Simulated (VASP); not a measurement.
Ge4I and the effect of the strain (εxy = 0.5 s)

```xyz
5
Lattice="2.7459 -1.7813 0.0000 2.7459 1.7813 0.0000 -1.1353 0.0000 12.9907" Properties=species:S:1:pos:R:3 pbc="T T T"
Ge    2.0255    0.0000    9.3862
Ge    3.9831    0.0000    7.5093
Ge    0.3733    0.0000    5.4814
Ge    2.3310    0.0000    3.6045
I     0.0000    0.0000    0.0000
```

The cell comes from a database or a generator and needn't be the stable form of this composition.

Kept alike: task single point; functional PBE; k mesh 7 × 7 × 2; occupations fermi-dirac, width 0.05 eV; no spin polarisation. Program: VASP, PBE PAW files Ge_d, I, 520 eV. The mesh is that of the run's cell of 5 atoms. No spin-orbit coupling.

```csv
s,stress xy (GPa),free energy over the lowest row (meV/atom)
-0.04,-0.19,0.00
-0.02,-0.14,0.58
-0.01,-0.07,0.75
0,0.00,0.80
0.01,0.07,0.75
0.02,0.14,0.58
0.04,0.19,0.00
```

Stress is positive in compression; the values hold the error of the finite cutoff, so their zero can differ a little from the energy's minimum. The cell shown is the unstrained one; x, y and z are its Cartesian axes; atoms keep their fractions. For a metal such a mesh leaves the last digits unconverged. Shear stress takes the same sign, opposite to σ = Cε, so its slope is minus the stiffness.

The stress xy rises from -0.19 to 0.19 GPa between -0.04 and 0.04. It rises with the shear (about 7 GPa per unit near s = 0), so the stiffness is negative and the cell unstable against it. The free energy is lowest at -0.04; 0.04, and 0.80 meV an atom higher at 0. The energy peaks at s = 0, so the cell is unstable against this strain in these runs.
